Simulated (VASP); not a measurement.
Input for VASP

File KPOINTS:
```
Automatic mesh
0
Gamma
13 13 13
0 0 0
```

**INCAR**
```
SYSTEM = Fe
PREC = Accurate
ENCUT = 400
EDIFF = 1E-6
NELM = 100
ALGO = Normal
LREAL = .FALSE.
LASPH = .TRUE.
ISMEAR = 1
SIGMA = 0.1
GGA = PE
LMAXMIX = 4
ISPIN = 2
MAGMOM = 2.5
LORBIT = 10
LWAVE = .FALSE.
LCHARG = .FALSE.
ISIF = 2
```

File POSCAR:
```
Fe
1
    1.4637000000    -1.4637000000     1.4637000000
   -1.4637000000     1.4637000000     1.4637000000
    1.4637000000     1.4637000000    -1.4637000000
Fe
1
Direct
  0.0000000000   0.0000000000   0.0000000000
```

POTCAR, in this order: Fe (PBE.64 set). Program: vasp_std.

Output

### standard output
```
 -----------------------------------------------------------------------------
|                                                                             |
|     EEEEEEE  RRRRRR   RRRRRR   OOOOOOO  RRRRRR      ###     ###     ###     |
|     E        R     R  R     R  O     O  R     R     ###     ###     ###     |
|     E        R     R  R     R  O     O  R     R     ###     ###     ###     |
|     EEEEE    RRRRRR   RRRRRR   O     O  RRRRRR       #       #       #      |
|     E        R   R    R   R    O     O  R   R                               |
|     E        R    R   R    R   O     O  R    R      ###     ###     ###     |
|     EEEEEEE  R     R  R     R  OOOOOOO  R     R     ###     ###     ###     |
|                                                                             |
|     ERROR: the triple product of the basis vectors is negative exchange     |
|     two basis vectors                                                       |
|                                                                             |
|       ---->  I REFUSE TO CONTINUE WITH THIS SICK JOB ... BYE!!! <----       |
|                                                                             |
 -----------------------------------------------------------------------------
```

Q: From input and log, find the fault in this run and mend it.

A: The cause: the lattice vectors form a left-handed set. VASP stops with an error: ERROR: the triple product of the basis vectors is negative exchange two basis vectors ----> I REFUSE TO CONTINUE WITH THIS SICK JOB ... BYE!!! <---- To mend it, correct POSCAR.
POSCAR:
```
Fe
1
   -1.4637000000     1.4637000000     1.4637000000
    1.4637000000    -1.4637000000     1.4637000000
    1.4637000000     1.4637000000    -1.4637000000
Fe
1
Direct
  0.0000000000   0.0000000000   0.0000000000
```
The mended run (PBE GGA, plane waves, VASP's PBE PAW potentials (set 64)) converges, and its OSZICAR ends with
```
   1 F= -.81795765E+01 E0= -.81793689E+01  d E =-.623027E-03  mag=     2.4626
```

The compound is Fe in the bcc structure. The cell was not relaxed at this level.
